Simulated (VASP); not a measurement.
All values below come from HSE06 screened hybrid, VASP's PBE PAW potentials (set 64) (plane waves; VASP).

VASP input:

**POSCAR**
```
Cs2AgBiBr6
1
    0.0000000000     5.6872830000     5.6872830000
    5.6872830000     0.0000000000     5.6872830000
    5.6872830000     5.6872830000     0.0000000000
Cs Ag Bi Br
2 1 1 6
Direct
  0.7500000000   0.7500000000   0.7500000000
  0.2500000000   0.2500000000   0.2500000000
  0.5000000000   0.5000000000   0.5000000000
  0.0000000000   0.0000000000   0.0000000000
  0.7491900000   0.2508100000   0.2508100000
  0.2508100000   0.7491900000   0.7491900000
  0.2508100000   0.7491900000   0.2508100000
  0.7491900000   0.2508100000   0.7491900000
  0.2508100000   0.2508100000   0.7491900000
  0.7491900000   0.7491900000   0.2508100000
```

### INCAR
```
AEXX=0.25
ALGO=Normal
EDIFF=1E-6
ENCUT=300
GGA=PE
HFSCREEN=0.2
ISIF=2
ISMEAR=0
ISYM=3
LASPH=.TRUE.
LCHARG=.FALSE.
LHFCALC=.TRUE.
LMAXMIX=4
LREAL=.FALSE.
LWAVE=.FALSE.
NELM=100
PREC=Accurate
PRECFOCK=Fast
SIGMA=0.02
SYSTEM=Cs2AgBiBr6
```

KPOINTS:
```
Automatic mesh
0
Gamma
1 1 1
0.5 0.5 0.5
```

POTCAR, in this order: Cs_sv Ag Bi_d Br (PBE.64 set). Program: vasp_std.

Problem. What will the output report for the number of irreducible k-points (NKPTS), largest plane-wave count, number of space-group operations, FFT grid (NGX, NGY, NGZ)?

Solution. 
```yaml
number of irreducible k-points (NKPTS): 1
largest_plane_wave_count: 4338
number_of_space_group_operations: 48
FFT grid (NGX, NGY, NGZ): 48 × 48 × 48
```

The structure comes from a computed database's Cs2AgBiBr6 entry; how it stands against other phases isn't given here. The cell was not relaxed at this level. The k-mesh is coarse (spacing up to 0.96 per Å, 2π included), so the numbers may not be converged in it. The run is one of a series of settings (KPOINTS 1×1×1 Γ-centred mesh shifted by (0.5, 0.5, 0.5) against the base run), some of them coarse on purpose.
